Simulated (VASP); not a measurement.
Energy against volume of W (bcc). Level of theory: revTPSS meta-GGA, VASP's PBE PAW potentials (set 64) (plane waves; VASP). Numerical set-up: 520 eV cut-off, 16×16×16 Γ-centred mesh, first-order Methfessel-Paxton smearing of 0.10 eV, potentials W_sv.

```csv
V (Å³/atom),E (eV/atom)
15.357,25.08428
15.832,25.07050
16.307,25.08526
16.782,25.12421
```

Question: Fit these four points and predict the energy of the run at 14.883 Å³/atom.

Answer: A cubic in V^(−2/3), the third-order Birch-Murnaghan form, passes through the four points with V0 = 15.81 Å³/atom and B0 = 322 GPa, and gives 25.1317 eV/atom there. The run gave 25.1323 eV/atom, +0.6 meV/atom from the fit; all five points give B0 = 324 GPa.

The compound is W in the bcc structure. It was relaxed first.
